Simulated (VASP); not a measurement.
Data:

```yaml
crystal:
  lattice:
    - [0.00000, 2.40425, 2.40425]
    - [2.40425, 0.00000, 2.40425]
    - [2.40425, 2.40425, 0.00000]
  atoms:
    - { symbol: Na, position: [0.00000, 0.00000, 0.00000] }
    - { symbol: F, position: [0.50000, 0.50000, 0.50000] }
```

Level of theory: RPBE GGA, VASP's PBE PAW potentials (set 64) (plane waves; VASP). Run with 520 eV cut-off, Gaussian smearing of 0.050 eV, potentials Na_pv F.

Task: Give the energies of bands 5 to 8 at the high-symmetry points, in eV from the valence-band maximum.

Result: 
```
band     Γ      X      U      L      W
----  ----  -----  -----  -----  -----
5     0.00  -1.07  -0.89  -1.32  -0.73
6     0.00  -0.34  -0.69  -0.20  -0.73
7     0.00  -0.34  -0.31  -0.20  -0.47
8     6.05  12.59  12.50  10.44  12.82
```

The gap is direct, 6.05 eV, from the valence maximum at Γ to the conduction minimum at Γ.

Measured: gap 11.70 eV (computed value off by -5.65 eV), as given by David Koller et al., Journal of Physics Condensed Matter (2013), arXiv:1304.4470.

The compound is NaF in the rock salt structure. It was relaxed first, which changed the volume by +12 %.
